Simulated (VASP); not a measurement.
VASP 6.6.1 run: NaSrCl3

INCAR

```
ISMEAR = -1
NBANDS = 27
LWAVE = .FALSE.
LCHARG = .FALSE.
NSW = 0
IBRION = -1
ISIF = 2
SIGMA = 0.02
ENCUT = 520
NELM = 51
EDIFF = 1E-7
LASPH = .TRUE.
PREC = Accurate
LREAL = .FALSE.
GGA = PE
```

KPOINTS

```
KPOINTS created by Atomic Simulation Environment
0
Gamma
6 6 6
0 0 0
```

POSCAR

```
Na Sr Cl
 1.0000000000000000
     5.6252683342671830   -0.0000000000000000    0.0000000000000000
    -0.0000000000000000    5.6252683342671830    0.0000000000000000
     0.0000000000000000    0.0000000000000000    5.6252683342671830
 Na  Sr  Cl
   1   1   3
Cartesian
 -0.0000000000000000 -0.0000000000000000 -0.0000000000000000
  2.8126341671335910  2.8126341671335910  2.8126341671335910
  2.8126341671335910  2.8126341671335910  0.0000000000000000
  2.8126341671335910 -0.0000000000000000  2.8126341671335910
 -0.0000000000000000  2.8126341671335910  2.8126341671335910
```

The recommended PBE PAW datasets give the neutral cell 38 valence electrons.

Command

```
mpirun -np 1 vasp_std
```

Q: Predict the outcome of this run.

A: It converged. Results: gap between bands v and c on the k mesh 3.62 eV; least direct gap on the k mesh 3.84 eV; pressure 0.4 GPa. Band v is the last that the valence electrons fill when counted band by band, and c is the next.

OSZICAR

```
N       E                     dE             d eps       ncg     rms          rms(c)
DAV:   1     0.319257636018E+03    0.31926E+03   -0.17043E+04  1104   0.124E+03
DAV:   2     0.163724492673E+02   -0.30289E+03   -0.28998E+03  1304   0.294E+02
DAV:   3    -0.184905157473E+02   -0.34863E+02   -0.34694E+02  1565   0.101E+02
DAV:   4    -0.195971211523E+02   -0.11066E+01   -0.11037E+01  1672   0.185E+01
DAV:   5    -0.196390144554E+02   -0.41893E-01   -0.41876E-01  1706   0.199E+00    0.188E+01
DAV:   6    -0.186607158048E+02    0.97830E+00   -0.15804E+00  1348   0.519E+00    0.121E+01
DAV:   7    -0.184233836580E+02    0.23733E+00   -0.98590E-01  1417   0.427E+00    0.228E+00
DAV:   8    -0.183911587130E+02    0.32225E-01   -0.11945E-01  1399   0.167E+00    0.531E-01
DAV:   9    -0.183880953847E+02    0.30633E-02   -0.80397E-03  1330   0.509E-01    0.246E-01
DAV:  10    -0.183866042902E+02    0.14911E-02   -0.77982E-03  1182   0.496E-01    0.827E-02
DAV:  11    -0.183867279090E+02   -0.12362E-03   -0.60505E-04  1693   0.135E-01    0.607E-02
DAV:  12    -0.183867775374E+02   -0.49628E-04   -0.37024E-05  1296   0.399E-02    0.182E-02
DAV:  13    -0.183867885459E+02   -0.11008E-04   -0.17223E-05  1282   0.225E-02    0.774E-03
DAV:  14    -0.183867893553E+02   -0.80939E-06   -0.13417E-06  1678   0.632E-03    0.486E-03
DAV:  15    -0.183867894596E+02   -0.10432E-06   -0.25833E-07  1141   0.272E-03    0.199E-03
DAV:  16    -0.183867895827E+02   -0.12310E-06   -0.33302E-08   782   0.104E-03    0.431E-04
DAV:  17    -0.183867896042E+02   -0.21492E-07   -0.52243E-09   720   0.465E-04
   1 F= -.18386790E+02 E0= -.18386790E+02  d E =-.837419E-12
```

For comparison, a separate PBE run of the intended cell, on usual settings and not on those above, gives a gap of 3.62 eV on its mesh and a pressure of 0.4 GPa.
